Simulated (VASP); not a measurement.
A run of VASP 6.6.1 is set up as follows.

File INCAR:

```
PREC = Accurate
ENCUT = 520
EDIFF = 1E-8
ISMEAR = -1
SIGMA = 0.02
LREAL = F
LASPH = T
NELM = 100
ALGO = Fast
ISIF = 2
LWAVE = F
LCHARG = F
GGA = PE
LEFG = T
NBANDS = 19
```

File KPOINTS:

```
Automatic mesh
0
Gamma
  6 6 6
```

The input POSCAR:

```
SrCl2
1.0
    0.0000000000      3.4997473228      3.4997473228
    3.4997473228      0.0000000000      3.4997473228
    3.4997473228      3.4997473228      0.0000000000
Sr Cl
1 2
Direct
    0.0000000000      0.0000000000      0.0000000000
    0.7500000000      0.7500000000      0.7500000000
    0.2500000000      0.2500000000      0.2500000000
```

Potentials or basis: VASP PAW PBE potentials, release 64 (Sr_sv, Cl).

Launch:

```console
$ cat potpaw_PBE.64/Sr_sv/POTCAR potpaw_PBE.64/Cl/POTCAR > POTCAR
$ mpirun -np 1 vasp_std > vasp.out
```

(1) What does it give for the pressure?

(2) What does it give for the band gap on the k mesh?

## Answers

(1) 0.7 GPa.

(2) 5.30 eV, indirect (least direct gap 5.51 eV).
